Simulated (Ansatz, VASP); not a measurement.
# Al34Ga20O81 (amorphous 37Ga2O3-63Al2O3 (mol %)) in two plane-wave programs

One calculation is typed for both programs; each brings its own data sets. How far apart do they land? The cell is taken from a series of runs on this material, whose earlier steps may have relaxed, scaled, displaced or heated it; both programs get it as it stands.

Method: plane waves, with VASP 6.6.1 beside it; PBE, in Ansatz 0.2.0.

## Step 1: The starting structure

The cell holds 135 atoms: 20 Ga, 34 Al and 81 O. Cell: a = 11.052 Å, b = 11.052 Å, c = 11.052 Å, α = 90.0°, β = 90.0°, γ = 90.0°. As first built, before any earlier steps moved the atoms or strained the cell (in the runner's words): 135 atoms (20 Fe, 34 Al, 81 O) placed at random at 3.55 g/cm^3, melted at 5000 K for 10 ps at fixed volume with the Morse and Coulomb pair potential with partial charges (Pedone, Malavasi, Menziani, Cormack and Segre, J. Phys. Chem. B 110, 11780 (2006)). Quenched from 5000 K to 300 K at 50 K/ps and fixed volume, held 10 ps at zero pressure, then minimised at fixed cell. Then Fe was replaced by Ga and the cell scaled by 1.006 (the potential has no terms for the new elements, so the cell is a start for a DFT relaxation).

## Step 2: VASP: single point, PBE

A single point takes one fixed geometry, so differences don't come from the geometry; what else differs is listed under the comparison.

Lines of VASP's logs that name or quote its potential files are left out, and so is its time.

Input file INCAR:

```
SYSTEM = Al34Ga20O81
PREC = Accurate
ENCUT = 600
EDIFF = 1E-06
NELM = 120
ISMEAR = 0
SIGMA = 0.05
LREAL = Auto
ALGO = Normal
GGA = PE
NBANDS = 518
LORBIT = 11
LWAVE = .FALSE.
LCHARG = .FALSE.
ISIF = 2
LASPH = .TRUE.
GGA_COMPAT = .FALSE.
EFERMI = MIDGAP
```

Input file POSCAR:

```
Al34Ga20O81
1.0
   11.0522700000      0.0000000000      0.0000000000
    0.0000000000     11.0522700000      0.0000000000
    0.0000000000      0.0000000000     11.0522700000
Ga Al O
20 34 81
Direct
    0.6856600000      0.8300200000      0.4736700000
    0.2438900000      0.6264900000      0.3602700000
    0.3177400000      0.2159700000      0.3814900000
    0.5745900000      0.5933700000      0.8191600000
    0.0944500000      0.4130100000      0.6962200000
    0.8414000000      0.4300300000      0.8369200000
    0.2258300000      0.7617100000      0.1137500000
    0.5347300000      0.8918000000      0.7658500000
    0.7454400000      0.5246100000      0.3181300000
    0.4554800000      0.5750200000      0.0886200000
    0.1534600000      0.4605700000      0.1591900000
    0.3832400000      0.7767500000      0.5159300000
    0.3801500000      0.5160500000      0.6270400000
    0.8604400000      0.1409700000      0.9943200000
    0.4723100000      0.8502400000      0.0569600000
    0.9598400000      0.6480000000      0.2028700000
    0.8667200000      0.7139100000      0.7356800000
    0.7201200000      0.9386100000      0.9463600000
    0.3145500000      0.4284000000      0.8854400000
    0.3285500000      0.2120600000      0.1285000000
    0.9506000000      0.8267600000      0.0044500000
    0.1438000000      0.8857400000      0.4775200000
    0.8514900000      0.3816000000      0.1269100000
    0.0759900000      0.5896500000      0.9186400000
    0.3339900000      0.7233500000      0.8458800000
    0.4288000000      0.2868800000      0.5954100000
    0.1989100000      0.9867100000      0.9990100000
    0.7473500000      0.0237500000      0.6609100000
    0.0288400000      0.9430000000      0.2344800000
    0.6612100000      0.5961200000      0.5473300000
[... 99 atom lines left out ...]
    0.9565700000      0.6608500000      0.0035700000
    0.2898300000      0.8961500000      0.8658900000
    0.8032400000      0.3662000000      0.2800500000
    0.1957400000      0.2683500000      0.4885800000
    0.8999400000      0.6130000000      0.3628900000
    0.5876600000      0.2913800000      0.6064600000
```

Input file KPOINTS:

```
Automatic mesh
0
Gamma
1 1 1
0 0 0
```

PAW data sets: Ga_d, Al and O (PBE family, release 64).

Command:

```
> export OMP_NUM_THREADS=3
> mpirun -np 1 vasp_gam
```

Numbers of over 12 decimals in the logs are rounded to 6 here.

Output:

```text
[banner, memory and clock lines left out]
running    1 mpi-ranks, on    1 nodes
[...]
Offloading initialized ...    1 GPUs detected
[...]
LDA part: xc-table for (Slater+PW92), standard interpolation
 POSCAR, INCAR and KPOINTS ok, starting setup
[...]
entering main loop
       N       E                     dE             d eps       ncg     rms          rms(c)
DAV:   1     0.241307974476E+05    0.24131E+05   -0.34209E+05  1036   0.290E+03
DAV:   2     0.541738314222E+04   -0.18713E+05   -0.17668E+05  1044   0.906E+02
DAV:   3    -0.283630979937E+03   -0.57010E+04   -0.52875E+04  1428   0.368E+02
DAV:   4    -0.101213848125E+04   -0.72851E+03   -0.71739E+03  1488   0.139E+02
[...]
DAV:  17    -0.910897832766E+03   -0.13231E-04   -0.15235E-04  1264   0.357E-02    0.711E-03
DAV:  18    -0.910897833128E+03   -0.36155E-06   -0.20505E-05  1160   0.280E-02    0.438E-03
DAV:  19    -0.910897833469E+03   -0.34150E-06   -0.95947E-06  1128   0.124E-02
   1 F= -.91089783E+03 E0= -.91089783E+03  d E =-.674728-141
```

Parts of OUTCAR (step 2):

```text
  Total       54.6235430     90.4962804     57.5363702     -3.6895795     -0.5543349     -7.6113605
  in kB       64.8240246    107.3956903     68.2807974     -4.3785770     -0.6578523     -9.0327173
  external PRESSURE =      80.1668375 kB  Pullay stress =       0.0000000 kB

 POSITION                                       TOTAL-FORCE (eV/Angst)
 -----------------------------------------------------------------------------------
      7.57810      9.17361      5.23513        -0.065206      0.158220      0.068462
      2.69554      6.92414      3.98180        -0.064102      0.023817      0.018641
      3.51175      2.38696      4.21633         0.016098     -0.050625      0.056662
[...]
9.14520      5.16263     11.01668        -0.106767     -0.018583     -0.034609
      8.32159      8.66001      0.13174         0.016944     -0.112338      0.048911
      5.93971      9.40692      6.13655         0.118141     -0.096730     -0.142141
      4.28784      6.26034      9.06673         0.126158     -0.083938      0.017633
     10.21981      0.49304      3.45958        -0.019345      0.035711      0.022836
      6.64617      6.18540     10.95954         0.075206     -0.057609      0.077411
      7.91553      9.61735      3.46279         0.025817     -0.017184      0.035596
      6.07919      6.35063      7.21691         0.108091     -0.015978     -0.141104
      8.85165     10.34448      5.95231         0.128335     -0.042849     -0.003338
     11.01944      7.40414      7.02659        -0.105216     -0.039147     -0.130291
[...]
-----------------------------------------------------------------------------------
    total drift:                               -0.010290     -0.004863     -0.006637

  FREE ENERGIE OF THE ION-ELECTRON SYSTEM (eV)
  ---------------------------------------------------
  free  energy   TOTEN  =      -910.8978334692 eV

  energy  without entropy=     -910.8978334692  energy(sigma->0) =     -910.89783347

[... 3 further parts left out ...]
[key lines of the parts left out:]
E-fermi :   6.8080
```

The run ends at a pressure of 8.02 GPa, with forces up to 1.7 eV/Å.

## Step 3: Ansatz: single point, PBE

Ansatz runs on its PAW soft_1 files.

The same cell, functional, mesh and smearing now go to Ansatz, which takes its cutoff from its data sets.

Input file input.yaml:

```yaml
crystal:
  lattice:
    - [11.05227, 0.0, 0.0]
    - [0.0, 11.05227, 0.0]
    - [0.0, 0.0, 11.05227]
  atoms:
    - { symbol: Ga, position: [0.68566, 0.83002, 0.47367] }
    - { symbol: Ga, position: [0.24389, 0.62649, 0.36027] }
    - { symbol: Ga, position: [0.31774, 0.21597, 0.38149] }
    - { symbol: Ga, position: [0.57459, 0.59337, 0.81916] }
    - { symbol: Ga, position: [0.09445, 0.41301, 0.69622] }
    - { symbol: Ga, position: [0.8414, 0.43003, 0.83692] }
    - { symbol: Ga, position: [0.22583, 0.76171, 0.11375] }
    - { symbol: Ga, position: [0.53473, 0.8918, 0.76585] }
    - { symbol: Ga, position: [0.74544, 0.52461, 0.31813] }
    - { symbol: Ga, position: [0.45548, 0.57502, 0.08862] }
    - { symbol: Ga, position: [0.15346, 0.46057, 0.15919] }
    - { symbol: Ga, position: [0.38324, 0.77675, 0.51593] }
    - { symbol: Ga, position: [0.38015, 0.51605, 0.62704] }
    - { symbol: Ga, position: [0.86044, 0.14097, 0.99432] }
    - { symbol: Ga, position: [0.47231, 0.85024, 0.05696] }
    - { symbol: Ga, position: [0.95984, 0.648, 0.20287] }
    - { symbol: Ga, position: [0.86672, 0.71391, 0.73568] }
    - { symbol: Ga, position: [0.72012, 0.93861, 0.94636] }
    - { symbol: Ga, position: [0.31455, 0.4284, 0.88544] }
    - { symbol: Ga, position: [0.32855, 0.21206, 0.1285] }
    - { symbol: Al, position: [0.9506, 0.82676, 0.00445] }
    - { symbol: Al, position: [0.1438, 0.88574, 0.47752] }
    - { symbol: Al, position: [0.85149, 0.3816, 0.12691] }
    - { symbol: Al, position: [0.07599, 0.58965, 0.91864] }
    - { symbol: Al, position: [0.33399, 0.72335, 0.84588] }
    - { symbol: Al, position: [0.4288, 0.28688, 0.59541] }
    - { symbol: Al, position: [0.19891, 0.98671, 0.99901] }
    - { symbol: Al, position: [0.74735, 0.02375, 0.66091] }
    - { symbol: Al, position: [0.02884, 0.943, 0.23448] }
    - { symbol: Al, position: [0.66121, 0.59612, 0.54733] }
[... 99 atom lines left out ...]
    - { symbol: O, position: [0.95657, 0.66085, 0.00357] }
    - { symbol: O, position: [0.28983, 0.89615, 0.86589] }
    - { symbol: O, position: [0.80324, 0.3662, 0.28005] }
    - { symbol: O, position: [0.19574, 0.26835, 0.48858] }
    - { symbol: O, position: [0.89994, 0.613, 0.36289] }
    - { symbol: O, position: [0.58766, 0.29138, 0.60646] }
kpoints:
  mp_grid: { grid: [1, 1, 1] }
hamiltonian:
  xc: pbe
  pseudopotentials: { kind: paw, azcp: { folder: soft_1 } }
scf:
  occupations: { method: gaussian, width: 0.05 }
output:
  forces: true
  stress: true
  populations: true
  dos:
    method: { smearing: { sigma: 0.08 } }
    de: 0.1
    projected: { site_lists: { Al: [Al], Ga: [Ga], O: [O] } }
  eigenvalues: true
```

Command:

```
> ansatz run input.yaml --threads 4 --pin off --max-ram 8192MiB --backend cpu --events-out ev --progress --plain --runs-dir out
```

Output:

```text
Engine: ansatz 0.2.0, aarch64-unknown-linux-gnu
Pseudopotentials: kind: paw
Pseudopotential: Ga, paw, valence charge 13, recommended cutoff 420 eV (normal), soft_1/Ga.paw.azcp
Pseudopotential: Al, paw, valence charge 3, recommended cutoff 420 eV (normal), soft_1/Al.paw.azcp
Pseudopotential: O, paw, valence charge 6, recommended cutoff 420 eV (normal), soft_1/O.paw.azcp
Functional definition: PBE
  parameter kappa = 0.804
  parameter beta = 0.066725
  exchange = pbe_x(kappa = kappa, mu = beta*pi^2/3)
  correlation = pbe_c(beta = beta)
Crystal: 135 atoms, lattice volume = 1350.064 Å³
Basis set: ecut = 420 eV, 26529 PW (Γ), exchange–correlation on 150×150×150 points (8 copies of the dense FFT grid, shifted against one another)
Bands: 559, of which v1, the nominal top of the filled ones, is band 424 counted from 1 (423 counted from 0)
Symmetry: 1 space group operations
Space group: P1 (ITA 1), of the structure as read, at distance tolerance 1.1e-4 Å
k-points: 1
Non-local potential: Ga, projectors of the file, l = 0: 2, l = 1: 2, l = 2: 3, l = 3: 1
Non-local potential: Al, projectors of the file, l = 0: 2, l = 1: 2, l = 2: 1
Non-local potential: O, projectors of the file, l = 0: 2, l = 1: 2, l = 2: 1
PAW form: soft (Blöchl's): semilocal exchange-correlation on the pseudo side does not see the compensation charge
PAW one-centre angular grid: Ga, 590 points (default); XC on 64 Gauss nodes
PAW one-centre angular grid: Al, 110 points (default); XC on 64 Gauss nodes
PAW one-centre angular grid: O, 110 points (default); XC on 64 Gauss nodes
Initial density: superposition of atomic densities (chi_scale 0.1, normalization cell, long waves 27 % of neutral atoms (reshape's long-wave potential 1.27 eV rms, cloud 1.88 Å wide))
Initial wavefunctions: pseudopotential atomic-orbital guess
Functional: x = pbe(κ = 0.804, μ = 0.219515), c = pbe(β = 0.066725)
SCF iter   1: F=—  HF=-140076.957163 eV  |F-HF|=—  |Δ(HF+E_count)|=         —  Δρ=1.31e-1  dr2=1.77e2  ethr=3.10e-3  ⟨swp⟩=5.0  Hψ=1987  notcnv=0  defer=86
preconditioner: auto → Resta (q_TF=auto, 2.525 Å⁻¹)  ε∞=3.5  [insulator: Δε(μ)=2.422 eV  Ē_g=18.533 eV  σ=0.050 eV  W_gap=1.00  n_scr=364 (ndim 8)  ℏωp=29.4 eV  f_vac=0.001  D(μ)=0.00/eV (n_scr^D=0)  ε∞_Penn≈3.5]
SCF iter   2: F=—  HF=-140031.621403 eV  |F-HF|=—  |Δ(HF+E_count)|=    4.53e1  Δρ=5.44e-2  dr2=3.61e1  ethr=3.10e-3  ⟨swp⟩=2.0  Hψ=1064  notcnv=0  defer=130
SCF iter   3: F=—  HF=-140020.457300 eV  |F-HF|=—  |Δ(HF+E_count)|=    1.12e1  Δρ=1.64e-2  dr2=3.83e0  ethr=3.10e-3  ⟨swp⟩=3.0  Hψ=781  notcnv=0  defer=130
SCF iter   4: F=—  HF=-140019.507655 eV  |F-HF|=—  |Δ(HF+E_count)|=   9.50e-1  Δρ=6.23e-3  dr2=5.76e-1  ethr=4.51e-4  ⟨swp⟩=3.0  Hψ=992  notcnv=0  defer=130
SCF iter   5: F=—  HF=-140019.527556 eV  |F-HF|=—  |Δ(HF+E_count)|=   1.99e-2  Δρ=2.01e-3  dr2=9.14e-2  ethr=6.79e-5  ⟨swp⟩=3.0  Hψ=781  notcnv=0  defer=130
SCF iter   6: F=—  HF=-140019.527042 eV  |F-HF|=—  |Δ(HF+E_count)|=   5.14e-4  Δρ=4.70e-4  dr2=4.51e-3  ethr=1.08e-5  ⟨swp⟩=3.0  Hψ=781  notcnv=0  defer=130
SCF iter   7: F=—  HF=-140019.527897 eV  |F-HF|=—  |Δ(HF+E_count)|=   8.56e-4  Δρ=2.71e-4  dr2=9.96e-4  ethr=5.32e-7  ⟨swp⟩=2.0  Hψ=826  notcnv=0  defer=130
SCF iter   8: F=—  HF=-140019.527849 eV  |F-HF|=—  |Δ(HF+E_count)|=   4.80e-5  Δρ=1.33e-4  dr2=1.60e-4  ethr=1.17e-7  ⟨swp⟩=2.0  Hψ=837  notcnv=0  defer=130
SCF iter   9: F=—  HF=-140019.527675 eV  |F-HF|=—  |Δ(HF+E_count)|=   1.74e-4  Δρ=2.72e-5  dr2=1.14e-5  ethr=1.89e-8  ⟨swp⟩=2.0  Hψ=836  notcnv=0  defer=130
SCF iter  10: F=—  HF=-140019.525121 eV  |F-HF|=—  |Δ(HF+E_count)|=   2.55e-3  Δρ=1.35e-5  dr2=2.08e-6  ethr=1.34e-9  ⟨swp⟩=2.0  Hψ=983  notcnv=0  defer=130
SCF iter  11: F=—  HF=-140019.525123 eV  |F-HF|=—  |Δ(HF+E_count)|=   1.46e-6  Δρ=3.53e-6  dr2=1.60e-7  ethr=2.45e-10  ⟨swp⟩=2.0  Hψ=840  notcnv=0  defer=130
SCF iter  12: F=-140019.525123 eV  HF=-140019.525123 eV  |F-HF|=6.02e-8  |Δ(HF+E_count)|=   5.31e-8  Δρ=1.87e-6  dr2=3.29e-8  ethr=1.18e-11  ⟨swp⟩=16.0  Hψ=3188  notcnv=0
SCF 1 converged in 12 iterations: F = -140019.525123 eV  dr2 = 3.29e-8
  greatest PAW one-centre occupation: 0.998 electrons in one spin orbital (limit 2), on the Ga atom at site 19 (counted from 0), in its partial waves of l = 2
SCF converged after 12 iterations
Free energy (F): -140019.525123 eV
Harris-Foulkes:  -140019.525123 eV  (|F-HF|=6.02e-8)
Internal energy: -140019.525123 eV  (E = F + TS)
E sigma→0 (E₀):  -140019.525123 eV
Fermi energy:    9.313824 eV
--- Per-component energies (eV) ---
  E_band       = -790.719491
  E_kinetic    = 16985.873910
  E_local      = -65721.186788  (includes V_loc(G=0)·N_el)
  E_nonlocal   = 2846.179207
  E_hartree    = 33426.122302
  E_xc         = -8402.901889
  E_vxc        = -9594.751039  (∫ρ·V_xc dr)
  E_paw        = -69210.647396  (= ΣΔE_a)
  E_vpaw       = -12159.139375  (= ΣTr[D̂ρ^β])
[...]
atom 135  O      0.06211276     0.07373186    -0.06513923
  max |Σ_I F_I| component: 1.23e-5 eV/Å
--- Stress (GPa, compression-positive) ---
        6.520257      -0.458067      -0.887362
       -0.458065      10.735268      -0.063434
       -0.887356      -0.063426       6.821219
  P = ⅓ Tr σ = 8.0256 GPa (80.256 kbar)
--- Band table (eV) ---
  k-point 0: bands = [... 420 lower, 7.2394, 7.2963, 7.5087, 8.4094, 10.2183, 11.8810, 11.9272, 12.1732, ... 131 higher]
--- Löwdin populations: 135 sites ---
  site symbol       q [e]
     0     Ga     11.9246
     1     Ga     11.9250
     2     Ga     11.9138
     3     Ga     11.9403
     4     Ga     11.9075
     5     Ga     11.9122
     6     Ga     11.9268
     7     Ga     11.9433
     8     Ga     11.9291
     9     Ga     11.9289
    10     Ga     11.9141
    11     Ga     11.9732
    12     Ga     11.9263
    13     Ga     11.8927
    14     Ga     11.9096
    15     Ga     11.9367
    16     Ga     11.9011
    17     Ga     11.9112
    18     Ga     11.9284
    19     Ga     11.9255
    20     Al      1.7275
    21     Al      1.7334
    22     Al      1.6685
    23     Al      1.6700
[...]
127      O      6.7547
   128      O      6.8162
   129      O      6.7830
   130      O      6.8042
   131      O      6.7790
   132      O      6.7838
   133      O      6.7440
   134      O      6.8394
  spilling = 0.005279 (of n_electrons = 848.000000)
```

The column dr2 measures how far the density is from self-consistency, as an energy; F and HF (Harris–Foulkes) agree once it is small.

## Step 4: Comparison

Known differences besides the potentials themselves: the cutoff is 420 eV in Ansatz and 600 eV in VASP (PREC = Accurate, projectors in real space). Total energies have different zeros and are not compared.

Both answers:

| quantity | Ansatz | VASP | difference |
| --- | --- | --- | --- |
| pressure (GPa) | 8.03 | 8.02 | +0.01 |
| gap on the k mesh (eV) | 1.809 | 1.795 | +0.014 |

Forces on 10 of the 135 atoms, those with the largest forces and the largest differences (eV/Å; atoms numbered as in POSCAR):

| atom | Ansatz x, y, z | VASP x, y, z |
| --- | --- | --- |
| Ga8 | -0.637, 0.201, 0.316 | -0.647, 0.186, 0.299 |
| Ga15 | -0.320, 0.253, -0.534 | -0.315, 0.249, -0.562 |
| Al25 | -0.737, 1.334, 0.111 | -0.739, 1.329, 0.126 |
| Al27 | 0.518, -0.770, -1.113 | 0.514, -0.779, -1.098 |
| Al44 | 0.150, -0.315, 1.613 | 0.149, -0.294, 1.619 |
| O83 | 0.004, 0.038, 0.059 | -0.014, -0.018, 0.064 |
| O85 | 0.185, 0.158, 0.045 | 0.145, 0.204, 0.052 |
| O93 | 0.651, 0.158, 0.123 | 0.649, 0.196, 0.114 |
| O102 | 0.086, -0.014, -0.131 | 0.083, -0.055, -0.089 |
| O126 | -0.451, -0.592, 0.012 | -0.443, -0.594, 0.011 |

The forces differ by 17 meV/Å r.m.s., which is 8.6 % of the r.m.s. force of 0.203 eV/Å (both taken over all components). A gap on the mesh is an upper bound, since the band edges may lie between its points.

## Step 5: What came out

| Quantity | Value |
| --- | --- |
| r.m.s. force difference (single point, PBE) | 8.6 % of the r.m.s. force |

In words: The r.m.s. force difference is 8.6 % of the r.m.s. force (single point, PBE), beyond the 3 % picked in this series as the mark of a large difference. What causes the difference of the single point, PBE pair stays open here. Such differences can come from data sets, numerical settings and the points named under the comparisons, not from the functional's error against experiment.

[Lines on the potential files, build, host, timing and source positions are cut from VASP's logs without a mark.]

[Logs are printed without paths, hosts, clocks, repeated set-up lines and the standing remarks that a program may print on its own settings, such as how far it seeks lower states.]

[Hosts, paths, dates, database ids (printed as entryN), source tags and the programs' standing remarks are cut or masked in the printed files.]
